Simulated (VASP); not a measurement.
Consider the following.

```xyz
5
Lattice="4.1598 0.0000 0.0000 0.0000 4.1598 0.0000 0.0000 0.0000 4.1598" Properties=species:S:1:pos:R:3 pbc="T T T"
Ba     0.0000     0.0000     0.0000
Zr     2.0799     2.0799     2.0799
O      2.0799     0.0000     2.0799
O      0.0000     2.0799     2.0799
O      2.0799     2.0799     0.0000
```

Calculation: LDA (Ceperley-Alder, Perdew-Zunger), VASP's LDA PAW potentials (set 64) (plane waves; VASP). Run with 520 eV cut-off, Gaussian smearing of 0.050 eV, potentials Ba_sv Zr_sv O.

Unless said otherwise, spin-orbit coupling is left out, though it shifts the bands of the heavy elements here.

Question: Give the energies of bands 12 to 23 at the high-symmetry points, in eV from the valence-band maximum.

Answer: 
| band | Γ | X | M | R |
|---|---|---|---|---|
| 12 | -1.42 | -3.72 | -3.94 | -3.81 |
| 13 | -1.42 | -1.97 | -3.83 | -3.81 |
| 14 | -1.42 | -1.97 | -3.73 | -3.54 |
| 15 | -1.04 | -1.86 | -2.53 | -2.57 |
| 16 | -1.04 | -1.80 | -2.53 | -2.57 |
| 17 | -1.04 | -1.80 | -0.93 | -2.57 |
| 18 | -0.19 | -1.79 | -0.93 | 0.00 |
| 19 | -0.19 | -0.41 | -0.73 | 0.00 |
| 20 | -0.19 | -0.41 | -0.08 | 0.00 |
| 21 | 3.12 | 3.59 | 5.77 | 6.00 |
| 22 | 3.12 | 5.80 | 5.77 | 6.00 |
| 23 | 3.12 | 5.80 | 6.52 | 6.00 |

The gap is indirect, 3.11 eV, from the valence maximum at R to the conduction minimum at Γ.

The compound is BaZrO3 in the cubic perovskite structure. It was relaxed first.
